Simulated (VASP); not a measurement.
Output of a VASP run:

**OSZICAR**
```
       N       E                     dE             d eps       ncg     rms          rms(c)
DAV:   1     0.399528070383E+02    0.39953E+02   -0.54893E+03  2690   0.103E+03
DAV:   2    -0.342225522653E+01   -0.43375E+02   -0.41470E+02  2781   0.185E+02
DAV:   3    -0.385102030981E+01   -0.42877E+00   -0.41890E+00  3071   0.190E+01
DAV:   4    -0.385255800500E+01   -0.15377E-02   -0.15374E-02  3008   0.117E+00
DAV:   5    -0.385256868606E+01   -0.10681E-04   -0.10681E-04  3033   0.921E-02    0.111E+01
DAV:   6    -0.354026755536E+01    0.31230E+00   -0.86992E-01  2674   0.836E+00    0.587E+00
DAV:   7    -0.350796368407E+01    0.32304E-01   -0.12381E-01  2820   0.306E+00    0.237E+00
DAV:   8    -0.350476177888E+01    0.32019E-02   -0.46000E-03  2786   0.686E-01    0.412E-01
DAV:   9    -0.350464385430E+01    0.11792E-03   -0.96766E-05  2823   0.102E-01    0.130E-02
DAV:  10    -0.350464937370E+01   -0.55194E-05   -0.37656E-06  2828   0.227E-02    0.418E-03
DAV:  11    -0.350464931905E+01    0.54647E-07   -0.43787E-08  2575   0.223E-03
   1 F= -.35046493E+01 E0= -.35043092E+01  d E =-.102037E-02
```

OUTCAR:
```
------------------------ aborting loop because EDIFF is reached ----------------------------------------
  FORCE on cell =-STRESS in cart. coord.  units (eV):
  Direction    XX          YY          ZZ          XY          YZ          ZX
  --------------------------------------------------------------------------------------
  Total        0.0008231      0.0008231      0.0008231      0.0000000      0.0000000     -0.0000000
  in kB        0.0837688      0.0837688      0.0837688      0.0000000      0.0000000     -0.0000000
  external PRESSURE =       0.0837688 kB  Pullay stress =       0.0000000 kB
  volume of cell :       15.74
      direct lattice vectors                 reciprocal lattice vectors
     0.000000000  1.989231199  1.989231199    -0.251353387  0.251353387  0.251353387
     1.989231199  0.000000000  1.989231199     0.251353387 -0.251353387  0.251353387
     1.989231199  1.989231199  0.000000000     0.251353387  0.251353387 -0.251353387
 POSITION                                       TOTAL-FORCE (eV/Angst)
 -----------------------------------------------------------------------------------
      0.00000      0.00000      0.00000         0.000000      0.000000      0.000000
 -----------------------------------------------------------------------------------
    total drift:                               -0.000000     -0.000000     -0.000000
  FREE ENERGIE OF THE ION-ELECTRON SYSTEM (eV)
  ---------------------------------------------------
  free  energy   TOTEN  =        -3.5046493190 eV

  energy  without entropy=       -3.5036289539  energy(sigma->0) =       -3.50430920
```
(Selected blocks of OUTCAR.)

**POSCAR**
```
Pt
1
    0.0000000000     1.9892311990     1.9892311990
    1.9892311990     0.0000000000     1.9892311990
    1.9892311990     1.9892311990     0.0000000000
Pt
1
Direct
  0.0000000000   0.0000000000   0.0000000000
```

Reconstruct the remaining input files.

Several could match; the one computed here: the input of the run itself, optB88-vdW, plane waves, VASP's PBE PAW potentials (set 64).

### KPOINTS
```
K-points
0
gamma
 16 16 16
```

### INCAR
```
# general
SYSTEM    =  Pt
PREC      =  Accurate
ENCUT     =  520   # plane-wave cut-off (eV)
LREAL     =  .FALSE.   # projection in real space or not
LASPH     =  .TRUE.   # aspherical one-centre terms

# electronic loop
EDIFF     =  1E-7   # SCF stop (eV)
NELM      =  100   # most electronic steps
ALGO      =  Normal
LMAXMIX   =  6   # l cut-off of mixed one-centre charges

# smearing
ISMEAR    =  1
SIGMA     =  0.1   # width (eV)

# functional
GGA       =  BO
LUSE_VDW  =  .TRUE.
AGGAC     =  0.0
PARAM1    =  0.1833333333
PARAM2    =  0.22

# ions
ISIF      =  2   # forces and stress, cell fixed

# output
LWAVE     =  .FALSE.
LCHARG    =  .FALSE.
```

POTCAR, in this order: Pt (PBE.64 set). Program: vasp_std.

The compound is Pt in the fcc structure. It was relaxed first.
